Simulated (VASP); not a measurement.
A convergence study with VASP on Y (space group no. 194 when undisturbed): a few settings are varied, all else stays as given below, so the limit is that of these other settings. One atom is moved off its site, so that forces are finite.

```yaml
crystal:
  lattice:
    - [1.81953, -3.15151, 0.00000]
    - [1.81953, 3.15151, 0.00000]
    - [0.00000, 0.00000, 5.71281]
  atoms:
    - { symbol: Y, position: [0.33333, 0.66667, 0.25875] }
    - { symbol: Y, position: [0.66667, 0.33333, 0.75000] }
```

All values below come from PBE GGA, VASP's PBE PAW potentials (set 64) (plane waves; VASP). The last row used: 300 eV cut-off, 16×16×10 Γ-centred mesh, Fermi-Dirac smearing of 0.010 eV, potentials Y_sv.

```csv
setting,E (eV/atom),pressure (GPa),largest force (eV/Å),irreducible k-points
SIGMA = 1.0,-6.7743,4.63,0.184,264
SIGMA = 0.5,-6.4778,1.90,0.173,264
SIGMA = 0.3,-6.4492,0.71,0.163,264
SIGMA = 0.2,-6.4386,0.26,0.164,264
SIGMA = 0.1,-6.4292,-0.04,0.170,264
SIGMA = 0.05,-6.4277,-0.13,0.173,264
SIGMA = 0.02,-6.4276,-0.15,0.178,264
SIGMA = 0.01,-6.4276,-0.15,0.178,264
```

VASP warned of too few bands at SIGMA = 1.0; SIGMA = 0.5.

Left out are rungs that failed or repeat a setting and relaxations that didn't move; long series are thinned to 24 rows.

The structure is a typed Y crystal (space group no. 194). The cell was not relaxed at this level, it is distorted from the ideal structure. VASP warned that the highest band is occupied, so more bands are needed.
